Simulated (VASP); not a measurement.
# Cd2Si (Imma) in VASP: single point with PBE

Aim: the single point of Cd2Si with PBE.

Program: VASP 6.6.1. These are calculated values, not measurements. Logs are shortened: lines on timing, memory, paths and dates and some standing lists are left out, and cuts for length are marked.

### Step 1. The crystal as given

The structure is orthorhombic, space group Imma (No. 74). The conventional cell has a = 4.685 Å, b = 7.494 Å, c = 7.942 Å, α = 90.00°, β = 90.00°, γ = 90.00°. Cd (site symmetry m) has 4 Cd at 2.69 to 2.97 Å as nearest neighbours. Si (site symmetry mm2) is surrounded by 12 Cd at 3.23 to 3.39 Å.

The cell was built by a generator and needn't be a form met in nature.

### Step 2. Single point, PBE

The input, INCAR:

```
SYSTEM = Cd2Si
PREC     = Accurate       ! precision mode
ENCUT    = 520            ! plane-wave cutoff, eV
EDIFF    = 1E-6           ! SCF threshold, eV
ISMEAR   = 0              ! smearing method
SIGMA    = 0.1            ! smearing width, eV
LREAL    = .False.        ! projectors in reciprocal space
LASPH    = .True.         ! aspherical terms in the spheres
NELM     = 100            ! most SCF steps
ALGO     = Fast           ! electronic algorithm
ISIF     = 2              ! what is computed and relaxed
LWAVE    = .False.        ! write WAVECAR
LCHARG   = .True.         ! write CHGCAR
GGA      = PE             ! functional
LELF     = .True.         ! ELF
LVHAR    = .True.       
NBANDS   = 37             ! bands
```

The input, KPOINTS:

```
regular mesh
0
Gamma
  4 4 4
  0 0 0
```

The input, POSCAR:

```
Cd2Si
1.0
   -2.3424220129      3.7468964928      3.9709164253
    2.3424220129     -3.7468964928      3.9709164253
    2.3424220129      3.7468964928     -3.9709164253
Cd Si
4 2
Direct
    0.2140000000      0.1620000000      0.0520000000
    0.6100000000      0.1620000000      0.4480000000
    0.7860000000      0.8380000000      0.9480000000
    0.3900000000      0.8380000000      0.5520000000
    0.7960000000      0.5460000000      0.2500000000
    0.2040000000      0.4540000000      0.7500000000
```

Potentials or basis: VASP PAW PBE potentials, release 64 (Cd, Si).

Command:

```bash
$ cat potpaw_PBE.64/Cd/POTCAR potpaw_PBE.64/Si/POTCAR > POTCAR
$ mpirun -np 1 vasp_std > vasp.out
```

OUTCAR:

```text
SYSTEM = Cd2Si
   PREC = Accurate
   ENCUT = 520
   EDIFF = 1E-6
   ISMEAR = 0
   LREAL = .False.
   LASPH = .True.
   NELM = 100
   ISIF = 2
   GGA = PE

 ion  position               nearest neighbor table
   1  0.214  0.162  0.052-   3 2.69   4 2.73   4 2.73   2 2.97   6 3.23   6 3.23   6 3.24   5 3.38
                             5 3.38   5 3.39
   2  0.610  0.162  0.448-   4 2.69   3 2.73   3 2.73   1 2.97   6 3.23   6 3.23   6 3.24   5 3.38
                             5 3.38   5 3.39
   3  0.786  0.838  0.948-   1 2.69   2 2.73   2 2.73   4 2.97   5 3.23   5 3.23   5 3.24   6 3.38
                             6 3.38   6 3.39
   4  0.390  0.838  0.552-   2 2.69   1 2.73   1 2.73   3 2.97   5 3.23   5 3.23   5 3.24   6 3.38
                             6 3.38   6 3.39
   5  0.796  0.546  0.250-   3 3.23   4 3.23   3 3.23   4 3.23   3 3.24   4 3.24   1 3.38   2 3.38
                             2 3.38   1 3.38   2 3.39   1 3.39
   6  0.204  0.454  0.750-   2 3.23   1 3.23   2 3.23   1 3.23   1 3.24   2 3.24   3 3.38   4 3.38
                             3 3.38   4 3.38   4 3.39   3 3.39

  LATTYP: Found a body centered orthorhombic cell.
 ALAT       =     4.6848440258
 B/A-ratio  =     1.5995821727
 C/A-ratio  =     1.6952181987

  Lattice vectors:

 A1 = (  -2.3424220129,   3.7468964928,   3.9709164253)
 A2 = (   2.3424220129,  -3.7468964928,   3.9709164253)
 A3 = (   2.3424220129,   3.7468964928,  -3.9709164253)

Analysis of symmetry for initial positions (statically):
=====================================================================
 Subroutine PRICEL returns:
 Original cell was already a primitive cell.

 Routine SETGRP: Setting up the symmetry group for a
 body centered orthorhombic supercell.

 Subroutine GETGRP returns: Found  8 space group operations
 (whereof  4 operations were pure point group operations)
 out of a pool of  8 trial point group operations.

The static configuration has the point symmetry C_2h.
 The point group associated with its full space group is D_2h.

Analysis of symmetry for dynamics (positions and initial velocities):
=====================================================================
 Subroutine PRICEL returns:
 Original cell was already a primitive cell.

 Routine SETGRP: Setting up the symmetry group for a
 body centered orthorhombic supercell.

 Subroutine GETGRP returns: Found  8 space group operations
 (whereof  4 operations were pure point group operations)
 out of a pool of  8 trial point group operations.

The dynamic configuration has the point symmetry C_2h.
 The point group associated with its full space group is D_2h.

 Subroutine INISYM returns: Found  8 space group operations
 (whereof  4 operations are pure point group operations),
[... 106 lines left out ...]
   TEBEG  =    0.0;   TEEND  =   0.0 temperature during run
   PSTRESS=    0.0 pullay stress
   NELECT =      56.0000    total number of electrons
   NUPDOWN=      -1.0000    fix difference up-down
   EMIN   =  10.00;   EMAX   =-10.00  energy-range for DOS
   EFERMI =   0.00;   METHOD = LEGACY
   ISMEAR =     0;   SIGMA  =   0.10  broadening in eV -4-tet -1-fermi 0-gaus
   EFERMI_NEDOS =   21; number of points for ismear=-14 and -15
   IALGO  =     68    algorithm
   IMIX   =      4    mixing-type and parameters
     AMIX     =   0.40;   BMIX     =  1.00
     AMIX_MAG =   1.60;   BMIX_MAG =  1.00
  volume/ion in A,a.u.               =      23.23       156.80
  Fermi-wavevector in a.u.,A,eV,Ry     =   1.207930  2.282656 19.852180  1.459094
  Thomas-Fermi vector in A             =   2.343553
   LORBIT       =      0    0 simple, 1 ext, 2 COOP (PROOUT), +10 PAW based schemes
   GGA     = PE    functional components
   LHFCALC =     F    Hartree Fock is set to
   AEXX    =    0.0000 exact exchange contribution
   IVDW    =     0    specifies the selected vdW correction
   LEPSILON=     F    determine dielectric tensor
   LRPA    =     F    only Hartree local field effects (RPA)
 non-spin polarized calculation
 RMM-DIIS sequential band-by-band and
 Gauss-broadening in eV      SIGMA  =   0.10
  energy-cutoff  :      520.00
  volume of cell :      139.41
 maximum number of plane-waves:      3780
 NGX is ok and might be reduce to    48
   NGX = 23   NGY = 23   NGZ = 23

 number of electron      56.0000008 magnetization

 Free energy of the ion-electron system (eV)
  ---------------------------------------------------
  ext. energy  EPLUGINS =         0.00000000
  ---------------------------------------------------
  free energy    TOTEN  =       -10.33075635 eV

  energy without entropy =      -10.32026086  energy(sigma->0) =      -10.32550860

 E-fermi :   3.0593     XC(G=0): -10.1710

 val. band max:        3.0417462467   @ k =   0.0000   0.0000   0.0000
 cond. band min:       3.0784017830   @ k =  -0.2500   0.2500   0.0000
 fundamental gap:      0.0366555364
 Fermi energy:         3.0592923691

 k-point     1 :       0.0000    0.0000    0.0000
  band No.  band energies     occupation
      1      -6.4913      2.00000
      2      -6.4131      2.00000
      3      -6.3441      2.00000
      4      -6.2224      2.00000
      5      -6.1950      2.00000
      6      -6.1481      2.00000
[... 709 lines left out ...]
     36       7.7391      0.00000
     37       8.3059      0.00000

------------------------ aborting loop because EDIFF is reached ----------------------------------------

  FORCE on cell =-STRESS in cart. coord.  units (eV):
  Direction    XX          YY          ZZ          XY          YZ          ZX
  --------------------------------------------------------------------------------------
  -------------------------------------------------------------------------------------
  Total        1.5169699     -2.7702513      1.9927071      0.0000000      0.0000000      0.0000000
  in kB       17.4341181    -31.8377359     22.9016340      0.0000000      0.0000000      0.0000000
  external PRESSURE =       2.8326721 kB  Pullay stress =       0.0000000 kB

 VOLUME and BASIS-vectors are now :
 -----------------------------------------------------------------------------
  energy-cutoff  :      520.00
  volume of cell :      139.41
      direct lattice vectors                 reciprocal lattice vectors
    -2.342422013  3.746896493  3.970916425     0.000000000  0.133443772  0.125915518
     2.342422013 -3.746896493  3.970916425     0.213454278  0.000000000  0.125915518
     2.342422013  3.746896493 -3.970916425     0.213454278  0.133443772  0.000000000

 POSITION                                       TOTAL-FORCE (eV/Angst)
 -----------------------------------------------------------------------------------
      0.00000      0.38968      1.28658         0.000000     -0.190902      0.082756
      0.00000      3.35722      1.28658         0.000000      0.190902      0.082756
      2.34242      3.35722      2.68434         0.000000      0.190902     -0.082756
      2.34242      0.38968      2.68434        -0.000000     -0.190902     -0.082756
      0.00000      1.87345      4.33624         0.000000     -0.000000     -0.095207
      2.34242      1.87345     -0.36532         0.000000     -0.000000      0.095207
 -----------------------------------------------------------------------------------
    total drift:                                0.000000      0.000000     -0.000000

  FREE ENERGIE OF THE ION-ELECTRON SYSTEM (eV)
  ---------------------------------------------------
  free  energy   TOTEN  =       -10.3307563482 eV

  energy  without entropy=      -10.3202608574  energy(sigma->0) =      -10.32550860
```

OSZICAR:

```text
N       E                     dE             d eps       ncg     rms          rms(c)
DAV:   1     0.385963072186E+03    0.38596E+03   -0.27724E+04  1332   0.143E+03
DAV:   2     0.339217376238E+01   -0.38257E+03   -0.37096E+03  1402   0.365E+02
DAV:   3    -0.108408791317E+02   -0.14233E+02   -0.14137E+02  1557   0.748E+01
DAV:   4    -0.109184439935E+02   -0.77565E-01   -0.77519E-01  1478   0.474E+00
DAV:   5    -0.109190573244E+02   -0.61333E-03   -0.61332E-03  1445   0.434E-01    0.679E+00
RMM:   6    -0.103527078879E+02    0.56635E+00   -0.14765E+00  1337   0.713E+00    0.599E+00
RMM:   7    -0.103366403367E+02    0.16068E-01   -0.11022E-01  1382   0.136E+00    0.328E+00
RMM:   8    -0.103306438356E+02    0.59965E-02   -0.16961E-02  1411   0.925E-01    0.212E-01
RMM:   9    -0.103306504848E+02   -0.66492E-05   -0.35295E-03  1442   0.334E-01    0.920E-02
RMM:  10    -0.103307691539E+02   -0.11867E-03   -0.75253E-04  1441   0.217E-01    0.568E-02
RMM:  11    -0.103307551776E+02    0.13976E-04   -0.23683E-04  1451   0.960E-02    0.122E-02
RMM:  12    -0.103307561566E+02   -0.97894E-06   -0.32514E-05  1445   0.325E-02    0.501E-03
RMM:  13    -0.103307563482E+02   -0.19158E-06   -0.62938E-06  1162   0.131E-02
   1 F= -.10330756E+02 E0= -.10325509E+02  d E =-.104955E-01
```

Wall time 77 s (1 thread of Intel Xeon Platinum 8375C at 2.90GHz (Ice Lake), shared host); peak memory 0.35 GiB.

What came out:

* Free energy: -10.3308 eV
* Pressure: 0.3 GPa
* Largest force: 0.208 eV/Å
* Band gap on the k mesh: none (metal or under the smearing width)

Forces on the atoms (eV/Å):
```
Cd   0.000 -0.191  0.083
Cd   0.000  0.191  0.083
Cd   0.000  0.191 -0.083
Cd   0.000 -0.191 -0.083
Si   0.000  0.000 -0.095
Si   0.000  0.000  0.095
```

Caveat: the k mesh is coarse (spacing up to 0.40 Å⁻¹), so the values aren't converged.
